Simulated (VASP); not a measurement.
Here is a VASP 6.6.1 calculation.

INCAR

```
SYSTEM = Ge
  PREC = Accurate
  ENCUT = 350
  EDIFF = 1E-7
  ISMEAR = 0
  SIGMA = 0.02
  LREAL = .FALSE.
  LASPH = .TRUE.
  NELM = 60
  ALGO = Normal
  ISIF = 2
  LWAVE = .FALSE.
  LCHARG = .FALSE.
  GGA = CA
```

The input KPOINTS:

```
Automatic mesh
0
G
  6 6 6
  0 0 0
```

File POSCAR:

```
Ge                                      
1.0
    0.0000000000      2.8386043329      2.8386043329
    2.8386043329      0.0000000000      2.8386043329
    2.8386043329      2.8386043329      0.0000000000
  Ge            
     2
Direct
     0.0000000000000000    0.0000000000000000    0.0000000000000000
     0.2500000000000000    0.2500000000000000    0.2500000000000000
```

Potentials or basis: VASP PAW LDA potentials, release 64 (Ge_d).

Command:

```sh
$ cat potpaw_LDA.64/Ge_d/POTCAR > POTCAR
$ mpirun -np 1 vasp_std > vasp.out
```

Task: Predict the band gap on the k mesh.

Result: None (metal or under the smearing width).
